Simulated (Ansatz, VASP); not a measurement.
## NaI in two plane-wave programs

Wanted: the spread between two codes on one cell, functional and k mesh. The cell is taken from a series of runs on this material, whose earlier steps may have relaxed, scaled, displaced or heated it; both programs get it as it stands.

Method: plane waves, with VASP 6.6.1 beside it; dielectric response at PBE, in Ansatz 0.2.0.

## 1. Starting point

Symmetry: Fm-3m, No. 225, cubic system. Conventional cell: a = 6.473 Å, b = 6.473 Å, c = 6.473 Å, α = 90.00°, β = 90.00°, γ = 90.00°. Nearest to Na lie 6 I at 3.24 Å. I has 6 Na at 3.24 Å nearest. Farther neighbours and most contacts between anions are not listed.

Coordinates:

```cif
data_structure
_symmetry_space_group_name_H-M 'Fm-3m'
_symmetry_Int_Tables_number 225
_cell_length_a 6.4728
_cell_length_b 6.4728
_cell_length_c 6.4728
_cell_angle_alpha 90.000
_cell_angle_beta 90.000
_cell_angle_gamma 90.000
_cell_volume 271.19
loop_
_atom_site_label
_atom_site_type_symbol
_atom_site_symmetry_multiplicity
_atom_site_Wyckoff_symbol
_atom_site_fract_x
_atom_site_fract_y
_atom_site_fract_z
_atom_site_occupancy
Na1 Na 4 a 0.00000 0.00000 0.00000 1
I1 I 4 b 0.50000 0.00000 0.00000 1
```

## 2. Ansatz: dielectric response, PBE

Ansatz runs on its default PAW (the set named soft_2) files.

The response to a field tests empty states and converges slowly with the mesh.

Contents of input.yaml:

```yaml
crystal:
  lattice:
    - [0.0, 3.2364, 3.2364]
    - [3.2364, 0.0, 3.2364]
    - [3.2364, 3.2364, 0.0]
  atoms:
    - { symbol: Na, position: [0.0, 0.0, 0.0] }
    - { symbol: I, position: [0.5, 0.5, 0.5] }
kpoints:
  mp_grid: { grid: [6, 6, 6] }
hamiltonian:
  xc: pbe
scf:
  occupations: { method: fixed }
dielectric: {}
```

Command:

```bash
ansatz run input.yaml --threads 4 --pin off --max-ram 7372MiB --backend cpu --events-out ev --progress --plain --runs-dir out
```

Numbers of over 12 decimals in the logs are rounded to 6 here.

The program printed:

```text
Engine: ansatz 0.2.0, aarch64-unknown-linux-gnu
Pseudopotentials: kind: paw
Pseudopotential: Na, paw, valence charge 9, recommended cutoff 420 eV (normal), Na.paw.azcp
Pseudopotential: I, paw, valence charge 17, recommended cutoff 420 eV (normal), I.paw.azcp
Functional definition: PBE
  parameter kappa = 0.804
  parameter beta = 0.066725
  exchange = pbe_x(kappa = kappa, mu = beta*pi^2/3)
  correlation = pbe_c(beta = beta)
Crystal: 2 atoms, lattice volume = 67.798 Å³
Basis set: ecut = 420 eV, 1363 PW (Γ), exchange–correlation on 64×64×64 points (8 copies of the dense FFT grid, shifted against one another)
Bands: 17, of which v1, the nominal top of the filled ones, is band 13 counted from 1 (12 counted from 0)
Symmetry: 48 space group operations
k-points: 30 of 216 (irreducible under 8 space group operations, time reversal used)
Non-local potential: Na, projectors of the file, l = 0: 3, l = 1: 2, l = 2: 1
Non-local potential: I, projectors of the file, l = 0: 2, l = 1: 2, l = 2: 2, l = 3: 2
PAW form: soft (Blöchl's): semilocal exchange-correlation on the pseudo side does not see the compensation charge
PAW one-centre angular grid: Na, 110 points (default); XC on 64 Gauss nodes
PAW one-centre angular grid: I, 590 points (default); XC on 64 Gauss nodes
Initial density: superposition of atomic densities (neutral atoms: chi_scale 0, normalization atom), corrected by the library's trained network
Initial wavefunctions: pseudopotential atomic-orbital guess
Functional: x = pbe(κ = 0.804, μ = 0.219515), c = pbe(β = 0.066725)
SCF iter   1: F=—  HF=-9001.882689 eV  |F-HF|=—  |Δ(HF+E_count)|=         —  Δρ=5.20e-4  dr2=3.95e-4  ethr=1.77e-3  ⟨swp⟩=5.0  Hψ=2240  notcnv=0  defer=56
preconditioner: auto → none  [insulator: Δε(μ)=3.642 eV  Ē_g=10.593 eV  n_scr=14 (ndim 8)  ℏωp=12.8 eV  f_vac=0.068  ε∞_Penn≈2.4]
SCF iter   2: F=—  HF=-9001.882897 eV  |F-HF|=—  |Δ(HF+E_count)|=   2.08e-4  Δρ=7.75e-4  dr2=9.77e-4  ethr=1.52e-6  ⟨swp⟩=3.1  Hψ=1327  notcnv=0  defer=57
SCF iter   3: F=—  HF=-9001.882666 eV  |F-HF|=—  |Δ(HF+E_count)|=   2.31e-4  Δρ=4.71e-4  dr2=3.60e-4  ethr=1.52e-6  ⟨swp⟩=2.0  Hψ=684  notcnv=0  defer=56
SCF iter   4: F=—  HF=-9001.882585 eV  |F-HF|=—  |Δ(HF+E_count)|=   8.12e-5  Δρ=2.72e-4  dr2=1.18e-4  ethr=1.39e-6  ⟨swp⟩=1.0  Hψ=512  notcnv=0  defer=55
SCF iter   5: F=—  HF=-9001.882572 eV  |F-HF|=—  |Δ(HF+E_count)|=   1.23e-5  Δρ=9.20e-5  dr2=1.10e-5  ethr=4.54e-7  ⟨swp⟩=2.0  Hψ=910  notcnv=0  defer=56
SCF iter   6: F=—  HF=-9001.882604 eV  |F-HF|=—  |Δ(HF+E_count)|=   3.13e-5  Δρ=2.14e-4  dr2=7.48e-5  ethr=4.24e-8  ⟨swp⟩=2.1  Hψ=886  notcnv=0  defer=54
SCF iter   7: F=—  HF=-9001.882588 eV  |F-HF|=—  |Δ(HF+E_count)|=   1.55e-5  Δρ=1.40e-4  dr2=3.22e-5  ethr=4.24e-8  ⟨swp⟩=2.0  Hψ=630  notcnv=0  defer=40
SCF iter   8: F=—  HF=-9001.882580 eV  |F-HF|=—  |Δ(HF+E_count)|=   7.98e-6  Δρ=4.62e-5  dr2=3.42e-6  ethr=4.24e-8  ⟨swp⟩=3.0  Hψ=780  notcnv=0  defer=38
SCF iter   9: F=—  HF=-9001.882579 eV  |F-HF|=—  |Δ(HF+E_count)|=   1.62e-6  Δρ=2.98e-5  dr2=1.48e-6  ethr=1.32e-8  ⟨swp⟩=1.0  Hψ=510  notcnv=0  defer=36
SCF iter  10: F=—  HF=-9001.882579 eV  |F-HF|=—  |Δ(HF+E_count)|=   7.58e-7  Δρ=8.45e-7  dr2=3.06e-10  ethr=5.70e-9  ⟨swp⟩=2.0  Hψ=630  notcnv=0  defer=30
SCF iter  11: F=-9001.882579 eV  HF=-9001.882579 eV  |F-HF|=3.27e-11  |Δ(HF+E_count)|=  3.38e-10  Δρ=2.31e-7  dr2=4.79e-11  ethr=1.00e-12  ⟨swp⟩=5.2  Hψ=2100  notcnv=0
SCF 1 converged in 11 iterations: F = -9001.882579 eV  dr2 = 4.79e-11
  greatest PAW one-centre occupation: 0.999 electrons in one spin orbital (limit 2), on the Na atom at site 0 (counted from 0), in its partial waves of l = 0
NSCF: frozen V_eff on 2 k-points
DFPT response loops at Γ: preconditioner auto → none (the input reference at scf.mixing.eps_inf says where Resta's filter doesn't serve); β = 0.50; Broyden in place of MSR1
── the response to a field inside a basis, on 6×6×6 k-points: an SCF that follows is theirs, and a resumed run solves both again ──
Bands: 14, of which v1, the nominal top of the filled ones, is band 13 counted from 1 (12 counted from 0)
k-points: 28 of 216 (irreducible under 12 space group operations)
Initial density: handed on by an earlier stage of this run
Initial wavefunctions: pseudopotential atomic-orbital guess (no wavefunctions were taken with the density)
Eigensolver: Dense (28 Hₖ)
SCF iter   1: F=—  HF=-9001.880865 eV  |F-HF|=—  |Δ(HF+E_count)|=         —  Δρ=8.41e-5  dr2=8.45e-7  ethr=1.00e-1
preconditioner: auto → none  [insulator: Δε(μ)=3.920 eV  Ē_g=8.872 eV  n_scr=14 (ndim 8)  ℏωp=12.8 eV  f_vac=0.065  ε∞_Penn≈3.1]
SCF iter   2: F=—  HF=-9001.880866 eV  |F-HF|=—  |Δ(HF+E_count)|=   1.68e-6  Δρ=3.99e-5  dr2=1.77e-7  ethr=3.25e-9
SCF iter   3: F=-9001.880867 eV  HF=-9001.880867 eV  |F-HF|=3.02e-8  |Δ(HF+E_count)|=   6.67e-7  Δρ=8.55e-6  dr2=1.31e-8  ethr=6.80e-10
SCF 1 converged in 3 iterations: F = -9001.880867 eV  dr2 = 1.31e-8
DFPT response loops at Γ: mixed as the last ones told, above
SCF converged after 11 iterations
Free energy (F): -9001.882579 eV
Harris-Foulkes:  -9001.882579 eV  (|F-HF|=3.27e-11)
Internal energy: -9001.882579 eV  (E = F + TS)
E sigma→0 (E₀):  -9001.882579 eV
Fermi energy:    3.033319 eV
--- Per-component energies (eV) ---
  E_band       = -614.422098
  E_kinetic    = 309.814222
  E_local      = -3350.233601  (includes V_loc(G=0)·N_el)
  E_nonlocal   = 24.969032
  E_hartree    = 1519.073059
  E_xc         = -167.305444
  E_vxc        = -179.044151  (∫ρ·V_xc dr)
  E_paw        = -5080.349689  (= ΣΔE_a)
  E_vpaw       = -458.073964  (= ΣTr[D̂ρ^β])
  E_aug_tail   = -0.000041  (compensation charges beyond the density's cutoff)
  E_ewald      = -2257.850118
  E_smearing   = -0.000000  (= −TS)
  E_closure    = -0.000000  (closes the sum)
  Σ components = -9001.882579   (vs F -9001.882579, Δ=0.00e0)
--- Band table (eV; the first three rows and the last of 30) ---
  k-point 0: bands = [... 9 lower, -7.9832, 3.0333, 3.0333, 3.0333, 6.6775, 10.9947, 10.9947, 10.9947]
  k-point 1: bands = [... 9 lower, -7.9097, 2.3014, 2.9584, 2.9584, 7.4883, 10.5011, 11.1837, 11.1837]
  k-point 2: bands = [... 9 lower, -7.7538, 1.2741, 2.8184, 2.8184, 8.1411, 10.7586, 10.7586, 11.0382]
  k-point 29: bands = [... 9 lower, -7.5876, 1.3666, 1.9306, 2.1476, 8.3968, 9.5482, 11.6150, 11.6744]
--- Dielectric response (ions clamped): 3 representative field directions + reference, inside a basis on a mesh of 216 k-points (Σ response iterations 15) ---
  ε∞ (high-frequency dielectric tensor):
        3.373583    -0.000000    -0.000000
       -0.000000     3.373583    -0.000000
       -0.000000    -0.000000     3.373583
  Born effective charges Z* (e; rows j = field, columns β = displacement):
    site 0:
         1.20035   -0.00000   -0.00000
         0.00000    1.20035   -0.00000
         0.00000    0.00000    1.20035
    site 1:
        -1.20035    0.00000    0.00000
        -0.00000   -1.20035    0.00000
        -0.00000   -0.00000   -1.20035
  Z* charge neutrality: 1.349e-4 e pre-enforcement
  solved inside a basis spanned on kpoints, on 6×6×6 k-points, its susceptibility summed on 10×10×10: ε∞ is read to err by 7.4e-3, Z* by 1.8e-2 e (field_mesh: kpoints solves on kpoints); Z* is corrected for what the basis lacks
```

[end of part 1 of 2]

[Lines on the potential files, build, host, timing and source positions are cut from VASP's logs without a mark.]

[Logs are printed without paths, hosts, clocks, repeated set-up lines and the standing remarks that a program may print on its own settings, such as how far it seeks lower states.]

[Hosts, paths, dates, database ids (printed as entryN), source tags and the programs' standing remarks are cut or masked in the printed files.]
